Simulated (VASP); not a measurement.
Input:

```
Y
1.0
    1.82500    -3.16099     0.00000
    1.82500     3.16099     0.00000
    0.00000     0.00000     5.73000
Y
2
Direct
  0.33333   0.66667   0.25000
  0.66667   0.33333   0.75000
```

These are PBE GGA, VASP's PBE PAW potentials (set 64) (plane waves; VASP) values and carry that method's errors. Settings: EDIFF = 1E-4, 400 eV cut-off, 10×10×6 Γ-centred mesh, first-order Methfessel-Paxton smearing of 0.10 eV, potentials Y_sv.

Problem. Give the stress tensor in GPa (positive for a compressed cell).

Solution. 
```
-0.03   0.00   0.00
 0.00  -0.03   0.00
 0.00   0.00  -1.11
```
The pressure is its mean diagonal, -0.39 GPa.

The compound is Y in the hcp structure. The cell was not relaxed at this level. The run is one of a series of settings (EDIFF = 1E-4 against the base run), some of them coarse on purpose.
